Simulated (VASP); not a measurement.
# SnSe2: how cutoff and mesh change the relaxed cell

How far does the relaxed cell of SnSe2 depend on cutoff and k mesh? The starting structure is a measured crystal structure from the Crystallography Open Database.

Main program and level: VASP 6.6.1; Kohn-Sham DFT with plane waves and PAW; PBEsol.

### 1. Starting point

The structure is trigonal, space group P-3m1 (No. 164). The conventional cell has a = 3.811 Å, b = 3.811 Å, c = 6.141 Å, α = 90.00°, β = 90.00°, γ = 120.00°. Nearest to Sn lie 6 Se at 2.68 Å. Nearest to Se lie 3 Sn at 2.68 Å. Farther neighbours and most contacts between anions are not listed.

Structure file:

```
Sn Se
1.0
     3.81080    0.00000    0.00000
    -1.90540    3.30025    0.00000
     0.00000    0.00000    6.14100
Sn Se
1 2
Direct
  0.00000 0.00000 0.00000
  0.66667 0.33333 0.75080
  0.33333 0.66667 0.24920
```

### 2. Reference relaxation

INCAR reads:

```
SYSTEM = SnSe2
PREC = Accurate
ENCUT = 450
EDIFF = 1E-06
NELM = 100
ISMEAR = 0
SIGMA = 0.03
LREAL = .FALSE.
ALGO = Normal
GGA = PS
NBANDS = 19
LORBIT = 11
LWAVE = .FALSE.
LCHARG = .FALSE.
KPAR = 2
IBRION = 2
NSW = 50
ISIF = 3
EDIFFG = -0.01
```

POSCAR reads:

```
SnSe2
1.0
    3.8108000000      0.0000000000      0.0000000000
   -1.9054000000      3.3002496087      0.0000000000
    0.0000000000      0.0000000000      6.1410000000
Sn Se
1 2
Direct
    0.0000000000      0.0000000000      0.0000000000
    0.6666666667      0.3333333333      0.7508000000
    0.3333333333      0.6666666667      0.2492000000
```

KPOINTS reads:

```
Automatic mesh
0
Gamma
6 6 4
0 0 0
```

PAW data sets: Sn_d and Se (PBE family, release 64).

Launch:

```
$ mpirun -np 2 vasp_std
```

The program printed:

```text
[banner, memory and clock lines left out]
running    2 mpi-ranks, on    1 nodes
 distrk:  each k-point on    1 cores,    2 groups
 distr:  one band on    1 cores,    1 groups

 POSCAR found type information on POSCAR SnSe
 POSCAR found :  2 types and       3 ions
|                                                                             |
|               ----> ADVICE to this user running VASP <----                  |
|                                                                             |
|     You enforced a specific xc type in the INCAR file but a different       |
|     [... a line on the potential file left out ...]
|     I HOPE YOU KNOW WHAT YOU ARE DOING!                                     |
|                                                                             |

 LDA part: xc-table for (Slater+PW92), standard interpolation
 POSCAR, INCAR and KPOINTS ok, starting setup
 FFT: planning ... GRIDC
 FFT: planning ... GRID_SOFT
 FFT: planning ... GRID
 WAVECAR not read
 entering main loop
       N       E                     dE             d eps       ncg     rms          rms(c)
DAV:   1     0.189799081638E+03    0.18980E+03   -0.11383E+04   920   0.141E+03
DAV:   2     0.812248335548E+01   -0.18168E+03   -0.17636E+03   950   0.359E+02
DAV:   3    -0.125225317945E+02   -0.20645E+02   -0.20250E+02  1111   0.112E+02
DAV:   4    -0.132062672231E+02   -0.68374E+00   -0.68263E+00  1113   0.213E+01
DAV:   5    -0.132217016090E+02   -0.15434E-01   -0.15433E-01  1273   0.333E+00    0.518E+00
DAV:   6    -0.129660878951E+02    0.25561E+00   -0.47440E-01  1357   0.812E+00    0.328E+00
DAV:   7    -0.129354417806E+02    0.30646E-01   -0.16094E-01  1156   0.292E+00    0.883E-01
DAV:   8    -0.129332878164E+02    0.21540E-02   -0.12395E-02  1181   0.118E+00    0.266E-01
DAV:   9    -0.129333476131E+02   -0.59797E-04   -0.12066E-03  1024   0.260E-01    0.770E-02
DAV:  10    -0.129333518759E+02   -0.42628E-05   -0.90883E-05  1189   0.646E-02    0.285E-02
DAV:  11    -0.129333662069E+02   -0.14331E-04   -0.21195E-05   993   0.272E-02    0.491E-03
DAV:  12    -0.129333666612E+02   -0.45426E-06   -0.11596E-06   848   0.880E-03
   1 F= -.12933367E+02 E0= -.12933367E+02  d E =-.129334E+02
[... from here on, the cycles between the ionic steps are left out ...]
   2 F= -.12944516E+02 E0= -.12944516E+02  d E =-.111494E-01
   3 F= -.12964263E+02 E0= -.12964263E+02  d E =-.308962E-01
   4 F= -.12964260E+02 E0= -.12964260E+02  d E =-.308931E-01
   5 F= -.12966531E+02 E0= -.12966531E+02  d E =-.227071E-02
   6 F= -.12967063E+02 E0= -.12967063E+02  d E =-.280284E-02
   7 F= -.12967078E+02 E0= -.12967078E+02  d E =-.281857E-02
   8 F= -.12967080E+02 E0= -.12967080E+02  d E =-.282019E-02
   9 F= -.12967209E+02 E0= -.12967209E+02  d E =-.129128E-03
  10 F= -.12967460E+02 E0= -.12967460E+02  d E =-.380203E-03
  11 F= -.12967331E+02 E0= -.12967331E+02  d E =-.250562E-03
  12 F= -.12967511E+02 E0= -.12967511E+02  d E =-.430918E-03
  13 F= -.12967542E+02 E0= -.12967542E+02  d E =-.315164E-04
  14 F= -.12967635E+02 E0= -.12967635E+02  d E =-.123847E-03
  15 F= -.12967808E+02 E0= -.12967808E+02  d E =-.296677E-03
  16 F= -.12968107E+02 E0= -.12968107E+02  d E =-.595701E-03
  17 F= -.12968502E+02 E0= -.12968502E+02  d E =-.991447E-03
  18 F= -.12968350E+02 E0= -.12968350E+02  d E =-.839017E-03
 curvature:   4.37 expect dE= 0.813E-03 dE for cont linesearch  0.139E-03
 ZBRENT: bracketing found
 ZBRENT: interpolating
 opt :   1.8321  next Energy=   -12.968600 (dE=-0.109E-02)
 bond charge predicted
       N       E                     dE             d eps       ncg     rms          rms(c)
DAV:   1    -0.129809266923E+02   -0.12577E-01   -0.62729E-01  1055   0.798E+00    0.625E-01
DAV:   2    -0.129723136817E+02    0.86130E-02   -0.41112E-02  1192   0.236E+00    0.334E-01
DAV:   3    -0.129688495433E+02    0.34641E-02   -0.69501E-03  1173   0.112E+00    0.102E-01
DAV:   4    -0.129686378461E+02    0.21170E-03   -0.79937E-04  1320   0.252E-01    0.410E-02
DAV:   5    -0.129686075612E+02    0.30285E-04   -0.59686E-05  1348   0.724E-02    0.130E-02
DAV:   6    -0.129686059677E+02    0.15935E-05   -0.93175E-06  1029   0.294E-02    0.370E-03
DAV:   7    -0.129686061218E+02   -0.15407E-06   -0.59822E-07   555   0.603E-03
  19 F= -.12968606E+02 E0= -.12968606E+02  d E =-.109522E-02
 curvature:  -3.06 expect dE=-0.570E-04 dE for cont linesearch -0.156E-06
 trial: gam=-0.03006 g(F)=  0.665E-05 g(S)=  0.120E-04 ort =-0.235E-04 (trialstep = 0.389E+00)
 search vector abs. value=  0.298E-04
 reached required accuracy - stopping structural energy minimisation
```

Elapsed: 2.1 min, on 2 MPI ranks of Intel Xeon Platinum 8259CL at 2.50GHz (Skylake/Cascade Lake), shared host; peak memory 0.38 GiB.

Lines that name or quote the potential files are left out of all logs, and their timing lines are given in words.

From OUTCAR (step 2):

```text
ion  position               nearest neighbor table
   1  0.000  0.000  0.000-   2 2.68   3 2.68   3 2.68   2 2.68   2 2.68   3 2.68
   2  0.667  0.333  0.751-   1 2.68   1 2.68   1 2.68
   3  0.333  0.667  0.249-   1 2.68   1 2.68   1 2.68

  LATTYP: Found a hexagonal cell.
 ALAT       =     3.8108000000
 C/A-ratio  =     1.6114726567

 Subroutine GETGRP returns: Found 12 space group operations
 (whereof 12 operations were pure point group operations)

The static configuration has the point symmetry D_3d.

 Found     24 irreducible k-points:

   k-points           NKPTS =     24   k-points in BZ     NKDIM =     24   number of bands    NBANDS=     19

   dimension x,y,z NGX =    28 NGY =   28 NGZ =   42
   dimension x,y,z NGXF=    56 NGYF=   56 NGZF=   84

   ENCUT  =  450.0 eV  33.07 Ry    5.75 a.u.   6.59  6.59 10.62*2*pi/ulx,y,z

   NELECT =      26.0000    total number of electrons

 k-points in reciprocal lattice and weights: Automatic mesh
   0.00000000  0.00000000  0.00000000       0.007
   0.16666667  0.00000000  0.00000000       0.042
   0.33333333 -0.00000000  0.00000000       0.042
   0.50000000 -0.00000000  0.00000000       0.021
   0.16666667  0.16666667  0.00000000       0.042
   0.33333333  0.16666667  0.00000000       0.083
   0.33333333  0.33333333  0.00000000       0.014
   0.00000000  0.00000000  0.25000000       0.014
   0.16666667  0.00000000  0.25000000       0.042
[...]
0.33333333  0.16666667  0.50000000       0.083
   0.33333333  0.33333333  0.50000000       0.014

 average (electrostatic) potential at core
       1-102.5278       2 -53.3697       3 -53.3697

 E-fermi :   4.1813

 k-point     1 :       0.0000    0.0000    0.0000
  band No.  band energies     occupation
    ...
      9       3.4450      2.00000
     10       3.4450      2.00000
     11       3.6810      2.00000
     12       3.6810      2.00000
     13       3.9345      2.00000
     14       4.8721      0.00000
     15       6.9774      0.00000
     16       8.6013      0.00000
     17       8.6013      0.00000
     18      12.0306      0.00000
    ...

 k-point     2 :       0.1667    0.0000    0.0000
  band No.  band energies     occupation
    ...
      9       1.4079      2.00000
     10       2.4545      2.00000
     11       2.6290      2.00000
     12       3.9609      2.00000
     13       3.9653      2.00000
     14       6.1606      0.00000
     15       7.6155      0.00000
     16       8.6699      0.00000
     17       8.9933      0.00000
     18      11.0953      0.00000
    ...

 k-point     3 :       0.3333   -0.0000    0.0000
  band No.  band energies     occupation
    ...
      9      -0.0014      2.00000
     10       1.0919      2.00000
     11       1.8113      2.00000
     12       3.3433      2.00000
     13       3.8509      2.00000
     14       5.4624      0.00000
     15       7.7896      0.00000
     16       9.2223      0.00000
     17       9.5439      0.00000
     18      10.3416      0.00000
    ...

  Total        0.0121757      0.0121757     -0.0211739     -0.0000000      0.0000000     -0.0000000
  in kB        0.2510025      0.2510025     -0.4365028     -0.0000000      0.0000000     -0.0000000
  external PRESSURE =       0.0218340 kB  Pullay stress =       0.0000000 kB

  energy-cutoff  :      450.00
  volume of cell :       77.72
      direct lattice vectors                 reciprocal lattice vectors
     3.823349610  0.000000000 -0.000000000     0.261550761  0.151006402  0.000000000
    -1.911674805  3.311117890 -0.000000000    -0.000000000  0.302012805 -0.000000000
    -0.000000000  0.000000000  6.139119522     0.000000000  0.000000000  0.162889808

 POSITION                                       TOTAL-FORCE (eV/Angst)
 -----------------------------------------------------------------------------------
      0.00000      0.00000     -0.00000         0.000000      0.000000      0.000000
      1.91167      1.10371      4.55258        -0.000000      0.000000      0.008301
     -0.00000      2.20741      1.58654         0.000000     -0.000000     -0.008301
 -----------------------------------------------------------------------------------
    total drift:                                0.000000      0.000000     -0.000000

  FREE ENERGIE OF THE ION-ELECTRON SYSTEM (eV)
  ---------------------------------------------------
  free  energy   TOTEN  =       -12.9686061218 eV

  energy  without entropy=      -12.9686061218  energy(sigma->0) =      -12.96860612

 reached required accuracy - stopping structural energy minimisation

 total charge
# of ion       s       p       d       tot
------------------------------------------
    1        1.061   1.025  10.098  12.185
    2        1.487   2.291   0.028   3.806
    3        1.487   2.291   0.028   3.806
--------------------------------------------------
tot          4.036   5.607  10.153  19.796

[... 3 further parts left out ...]
```

CONTCAR:

```
SnSe2
   1.00000000000000
     3.8233496099307267    0.0000000000000002   -0.0000000000000001
    -1.9116748049653631    3.3111178897072038   -0.0000000000000001
    -0.0000000000000000    0.0000000000000000    6.1391195223810913
  Sn              Se
     1     2
Direct
     0.0000000000000000    0.0000000000000000    0.0000000000000000
     0.6666666667000030    0.3333333332999970    0.7415690533965382
     0.3333333332999970    0.6666666667000030    0.2584309466034619
```

Logs of long relaxations may skip ionic steps without a mark.

The PAW data sets were made with PBE, which is usual practice but a small mismatch for other functionals. The run keeps the 12 symmetry operations of its start, so it cannot find a distortion of lower symmetry.

The reference relaxation ends at 25.906 Å³ an atom.

### 3. Relaxation with a cutoff of 240 eV

Against step 2 the input has ENCUT = 240.

INCAR, as its differences from that of step 2:

```diff
@@ -2,3 +2,3 @@
 PREC = Accurate
-ENCUT = 450
+ENCUT = 240
 EDIFF = 1E-06
```

POSCAR is that of step 2.

KPOINTS is that of step 2.

Launch:

```
$ mpirun -np 2 vasp_std
```

The program printed:

```text
[banner, memory and clock lines left out]
running    2 mpi-ranks, on    1 nodes
[...]
[... a notice as in an earlier step ...]

 LDA part: xc-table for (Slater+PW92), standard interpolation
 POSCAR, INCAR and KPOINTS ok, starting setup
[...]
entering main loop
       N       E                     dE             d eps       ncg     rms          rms(c)
DAV:   1     0.142057388002E+03    0.14206E+03   -0.82643E+03   931   0.909E+02
DAV:   2    -0.709898138265E+00   -0.14277E+03   -0.13917E+03  1052   0.260E+02
DAV:   3    -0.129616882017E+02   -0.12252E+02   -0.12178E+02  1126   0.813E+01
DAV:   4    -0.132080354742E+02   -0.24635E+00   -0.24615E+00  1055   0.127E+01
[...]
DAV:  10    -0.129248767924E+02   -0.48212E-05   -0.84967E-05  1204   0.579E-02    0.282E-02
DAV:  11    -0.129248904657E+02   -0.13673E-04   -0.20442E-05   975   0.245E-02    0.512E-03
DAV:  12    -0.129248908212E+02   -0.35552E-06   -0.91209E-07   833   0.686E-03
   1 F= -.12924891E+02 E0= -.12924891E+02  d E =-.129249E+02
[... from here on, the cycles between the ionic steps are left out ...]
   2 F= -.12930899E+02 E0= -.12930899E+02  d E =-.600808E-02
   3 F= -.12949306E+02 E0= -.12949306E+02  d E =-.244148E-01
   4 F= -.12953673E+02 E0= -.12953673E+02  d E =-.436754E-02
   5 F= -.12954694E+02 E0= -.12954694E+02  d E =-.538827E-02
   6 F= -.12955977E+02 E0= -.12955977E+02  d E =-.128277E-02
   7 F= -.12958391E+02 E0= -.12958391E+02  d E =-.369723E-02
   8 F= -.12956515E+02 E0= -.12956515E+02  d E =-.182084E-02
   9 F= -.12958679E+02 E0= -.12958679E+02  d E =-.398500E-02
  10 F= -.12959132E+02 E0= -.12959132E+02  d E =-.452727E-03
  11 F= -.12960169E+02 E0= -.12960169E+02  d E =-.149029E-02
  12 F= -.12960851E+02 E0= -.12960851E+02  d E =-.217208E-02
  13 F= -.12960865E+02 E0= -.12960865E+02  d E =-.218562E-02
  14 F= -.12960907E+02 E0= -.12960907E+02  d E =-.420718E-04
  15 F= -.12960989E+02 E0= -.12960989E+02  d E =-.124615E-03
[...]
reached required accuracy - stopping structural energy minimisation
```

Run time: 37 s. Hardware: 2 MPI ranks; peak memory 0.26 GiB.

OUTCAR, selected parts (step 3):

```text
  Total       -0.0218138     -0.0218138      0.0182754     -0.0000000      0.0000000      0.0000000
  in kB       -0.4566907     -0.4566907      0.3826112     -0.0000000      0.0000000      0.0000000
  external PRESSURE =      -0.1769234 kB  Pullay stress =       0.0000000 kB

 POSITION                                       TOTAL-FORCE (eV/Angst)
 -----------------------------------------------------------------------------------
      0.00000      0.00000      0.00000        -0.000000     -0.000000     -0.000000
      1.90961      1.10251      4.47292         0.000000     -0.000000     -0.008359
     -0.00000      2.20502      1.58526        -0.000000      0.000000      0.008359
 -----------------------------------------------------------------------------------
    total drift:                               -0.000000     -0.000000      0.000000

  FREE ENERGIE OF THE ION-ELECTRON SYSTEM (eV)
  ---------------------------------------------------
  free  energy   TOTEN  =       -12.9609891666 eV

  energy  without entropy=      -12.9609891666  energy(sigma->0) =      -12.96098917

[... 2 parts as in an earlier step ...]

[... 2 further parts left out ...]
[key lines of the parts left out:]
E-fermi :   4.3471
```

With a cutoff of 240 eV the cell ends at 25.509 Å³ an atom, -1.53 % from the reference, a by -0.1 % and c by -1.3 %.

### 4. Relaxation with a 4×4×2 mesh

Against step 2 the input has a 4×4×2 mesh.

INCAR, as its differences from that of step 3:

```diff
@@ -2,3 +2,3 @@
 PREC = Accurate
-ENCUT = 240
+ENCUT = 450
 EDIFF = 1E-06
```

POSCAR is that of step 3.

KPOINTS reads:

```
Automatic mesh
0
Gamma
4 4 2
0 0 0
```

Launch:

```
$ mpirun -np 2 vasp_std
```

The program printed:

```text
[... set-up lines as in an earlier step ...]
 entering main loop
       N       E                     dE             d eps       ncg     rms          rms(c)
DAV:   1     0.181313092414E+03    0.18131E+03   -0.11373E+04   315   0.139E+03
DAV:   2     0.741852426768E+01   -0.17389E+03   -0.16650E+03   326   0.366E+02
DAV:   3    -0.125621171843E+02   -0.19981E+02   -0.19585E+02   383   0.111E+02
DAV:   4    -0.131309792977E+02   -0.56886E+00   -0.56816E+00   349   0.197E+01
[...]
DAV:  10    -0.128456001913E+02   -0.65847E-05   -0.96606E-05   399   0.645E-02    0.303E-02
DAV:  11    -0.128456178333E+02   -0.17642E-04   -0.24527E-05   337   0.286E-02    0.534E-03
DAV:  12    -0.128456182504E+02   -0.41710E-06   -0.12630E-06   303   0.918E-03
   1 F= -.12845618E+02 E0= -.12845618E+02  d E =-.128456E+02
[... from here on, the cycles between the ionic steps are left out ...]
   2 F= -.12854010E+02 E0= -.12854010E+02  d E =-.839146E-02
   3 F= -.12877415E+02 E0= -.12877415E+02  d E =-.317966E-01
   4 F= -.12877411E+02 E0= -.12877411E+02  d E =-.317926E-01
   5 F= -.12878161E+02 E0= -.12878161E+02  d E =-.750137E-03
   6 F= -.12880043E+02 E0= -.12880043E+02  d E =-.263199E-02
   7 F= -.12882073E+02 E0= -.12882073E+02  d E =-.466189E-02
   8 F= -.12882801E+02 E0= -.12882801E+02  d E =-.727905E-03
   9 F= -.12884509E+02 E0= -.12884509E+02  d E =-.243661E-02
  10 F= -.12885673E+02 E0= -.12885673E+02  d E =-.360055E-02
  11 F= -.12885693E+02 E0= -.12885693E+02  d E =-.362025E-02
  12 F= -.12885913E+02 E0= -.12885913E+02  d E =-.220417E-03
  13 F= -.12885954E+02 E0= -.12885954E+02  d E =-.260685E-03
  14 F= -.12885954E+02 E0= -.12885954E+02  d E =-.260601E-03
  15 F= -.12885974E+02 E0= -.12885974E+02  d E =-.201660E-04
 trial-energy change:   -0.000020  1 .order   -0.000022   -0.000030   -0.000014
 step:   1.4981(harm=  1.4981)  dis= 0.00048  next Energy=   -12.885982 (dE=-0.283E-04)
 reached required accuracy - stopping structural energy minimisation
```

It took 45 s on 2 MPI ranks; peak memory 0.34 GiB.

From OUTCAR (step 4):

```text
  Total       -0.0070694     -0.0070694      0.0159371      0.0000000      0.0000000      0.0000000
  in kB       -0.1466955     -0.1466955      0.3307086      0.0000000      0.0000000      0.0000000
  external PRESSURE =       0.0124392 kB  Pullay stress =       0.0000000 kB

 POSITION                                       TOTAL-FORCE (eV/Angst)
 -----------------------------------------------------------------------------------
     -1.93076      3.34418      5.97898        -0.000000      0.000000      0.000000
      1.93076      1.11473      4.41334         0.000000     -0.000000     -0.006969
     -0.00000      2.22945      1.56564        -0.000000      0.000000      0.006969
 -----------------------------------------------------------------------------------
    total drift:                               -0.000000      0.000000      0.000000

  FREE ENERGIE OF THE ION-ELECTRON SYSTEM (eV)
  ---------------------------------------------------
  free  energy   TOTEN  =       -12.8859737182 eV

  energy  without entropy=      -12.8859737182  energy(sigma->0) =      -12.88597372

[... 1 part as in an earlier step ...]

[... 3 further parts left out ...]
[key lines of the parts left out:]
E-fermi :   4.3569
```

With a 4×4×2 mesh the cell ends at 25.737 Å³ an atom, -0.65 % from the reference, a by +1.0 % and c by -2.6 %.

[end of part 1 of 2]

[Lines on the potential files, build, host, timing and source positions are cut from VASP's logs without a mark.]

[Logs are printed without paths, hosts, clocks, repeated set-up lines and the standing remarks that a program may print on its own settings, such as how far it seeks lower states.]

[Hosts, paths, dates, database ids (printed as entryN), source tags and the programs' standing remarks are cut or masked in the printed files.]
